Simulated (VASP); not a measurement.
Data:

```
HgZnTe2
1.0
    4.39638     0.00000     0.00000
    0.00000     4.39638     0.00000
    0.00000     0.00000     6.22536
Zn Hg Te
1 1 2
Cartesian
  2.19819   2.19819   3.11268
  0.00000   0.00000   0.00000
  0.00000   2.19819   1.69383
  2.19819   0.00000   4.53154
```

Method: LDA (Ceperley-Alder, Perdew-Zunger), VASP's LDA PAW potentials (set 64) (plane waves; VASP 6.6.1). Run with 400 eV cut-off, Gaussian smearing of 0.050 eV, potentials Zn Hg Te.

Unless said otherwise, spin-orbit coupling is left out, though it shifts the bands of the heavy elements here.

Question: Give the energies of bands 8 to 21 at the high-symmetry points, in eV from the valence-band maximum.

Answer: 
```tsv
band	Γ	X	M	Z	R	A
8	-7.13	-7.12	-7.04	-7.23	-7.07	-6.99
9	-7.13	-7.11	-6.94	-7.14	-6.94	-6.94
10	-6.97	-6.97	-6.90	-7.08	-6.83	-6.92
11	-6.77	-6.85	-6.62	-6.94	-6.71	-6.49
12	-6.64	-6.71	-6.62	-6.77	-6.64	-6.49
13	-5.49	-4.86	-5.48	-3.79	-5.77	-5.48
14	-2.48	-4.37	-5.34	-2.91	-5.42	-5.36
15	-2.48	-2.89	-2.51	-1.77	-1.41	-3.11
16	-0.24	-2.60	-2.34	-1.77	-1.05	-2.82
17	0.00	-1.42	-2.34	-1.14	-1.00	-2.82
18	0.00	-0.83	-2.25	-1.14	-0.73	-2.70
19	0.10	2.44	1.21	2.13	0.75	3.42
20	1.91	2.68	2.19	2.14	1.37	4.25
21	2.37	4.59	2.19	3.08	4.55	4.64
```

The gap is direct, 0.10 eV, from the valence maximum at Γ to the conduction minimum at Γ.

The structure comes from a computed database's ZnHgTe2 entry (P-4m2); how it stands against other phases isn't given here. It was relaxed first, which changed the volume by -6 %.
